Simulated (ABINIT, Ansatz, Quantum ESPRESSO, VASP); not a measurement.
# TaAl₃ (I4/mmm, 4 atoms in the cell) computed with different codes at matched settings

Self-consistent single point.

```xyz
4
Lattice="-1.9171 1.9171 4.2513 1.9171 -1.9171 4.2513 1.9171 1.9171 -4.2513" Properties=species:S:1:pos:R:3 pbc="T T T"
Ta     0.0000     0.0000     0.0000
Al     0.0000     0.0000     4.2513
Al     0.0000     1.9171     2.1256
Al     1.9171     0.0000     2.1256
```

All programs got the same cell, k-point mesh and kind of occupations (in Ansatz's words: kpoints.mp_grid.grid = 11 11 11; scf.occupations.method = gaussian; scf.occupations.width = 0.0073 Ry); potentials, basis and cutoffs are each program's usual ones.

| code | model | pressure (GPa) | cutoff |
|---|---|---|---|
| Ansatz | PBEsol, default PAW files made with PBE | -0.45 | 30.9 Ry |
| ABINIT | PBEsol, PAW (JTH v2.0 PBE PAW, files made for PBE) | -0.21 | 42 Ry |
| Quantum ESPRESSO | PBEsol, PSlibrary ultrasoft (PBE) pseudopotentials | -0.11 | 50 Ry |
| VASP | PBEsol, VASP's PBE PAW potentials (set 64) | -0.46 | 300 eV |

The spread over the programs that give each value: pressure within 0.35 GPa.

The starting cell comes from a database of computed structures (which also holds hypothetical and non-ambient phases and stackings), without a prior relaxation at this level. On Ansatz's run: Spin-orbit coupling is off. Spin polarisation is off.

Problem. Why do the programs differ, and what cannot be compared?

Solution. Differences of this kind can come from the potentials, where these differ, and from what each basis and cutoff leave unconverged. The valence holds different numbers of electrons (Ansatz (a first-principles code) 22, ABINIT 22, Quantum ESPRESSO 22, VASP 20). The zero of total energies and Fermi levels follows the potentials and each program's conventions, so they are not compared here. Ansatz's pressure is given at a fixed set of plane waves, as the other plane-wave codes print theirs; with its correction for the finite basis it is -0.39 GPa. Ansatz's smearing width was typed in Ry to four decimals, so it matches the others to a few per cent.

VASP's run is marked for a possible Pulay error in its stress at this cutoff; no cutoff test was made.

Left out of this page: GPAW, Elk, FLEUR and SIESTA (not drawn, or without a comparable value).

Keys are those of Ansatz 0.2.
